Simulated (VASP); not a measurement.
Write the native input for VASP 6.6.1 that does the following.

```
Task                   : single point
Functional             : PBE
Potentials or basis    : VASP PAW PBE potentials, release 64 (B, Au)
Cutoff                 : 520 eV
k mesh                 : 4 × 4 × 4
Occupations            : fermi-dirac, width 0.05 eV
Spin                   : no spin polarisation
Dipole correction      : no
Further INCAR settings : ALGO = Normal; EDIFF = 1e-06; NBANDS = 26
```

The structure of B2Au lies in POSCAR:

```
B2Au
1.0
    3.9987240000     -0.0035380000     -0.9257130000
   -0.6321420000      3.7925040000      0.7614470000
    0.3360460000      0.1249090000      4.3117310000
B Au
4 2
Direct
    0.1349363376      0.0953369902      0.6340094632
    0.6606957280      0.3159486882      0.5518487688
    0.0261006499      0.6334858903      0.6730945832
    0.4275882249      0.4307677765      0.7521979333
    0.9229875284      0.1802827239      0.1077230501
    0.3642066457      0.7392506655      0.2458786564
```

The cell was built by a generator and needn't be a form met in nature.

The input as run:

INCAR

```
SYSTEM = B2Au
  ALGO = Normal
  EDIFF = 1E-6
  ENCUT = 520
  GGA = PE
  ISIF = 2
  ISMEAR = -1
  LASPH = .True.
  LCHARG = .False.
  LREAL = .False.
  LWAVE = .False.
  NBANDS = 26
  NELM = 60
  PREC = Accurate
  SIGMA = 0.05
```

KPOINTS

```
k-points
0
Gamma
  4 4 4
  0 0 0
```

Potentials or basis: VASP PAW PBE potentials, release 64 (B, Au).

Command:

```console
$ cat potpaw_PBE.64/B/POTCAR potpaw_PBE.64/Au/POTCAR > POTCAR
$ mpirun -np 1 vasp_std > vasp.out
```

Results of the run:

| Property | Result |
| --- | --- |
| Pressure | 7.4 GPa |
| Largest force | 2.550 eV/Å |
| Band gap on the k mesh | 0.05 eV, indirect (least direct gap 0.33 eV) |

Caveat: spin-orbit coupling is left out, which moves the levels of the heavy elements.

Wall time 24 s on 1 thread of AMD EPYC 9R45 (Zen 5) (shared host), peak memory 0.17 GiB.
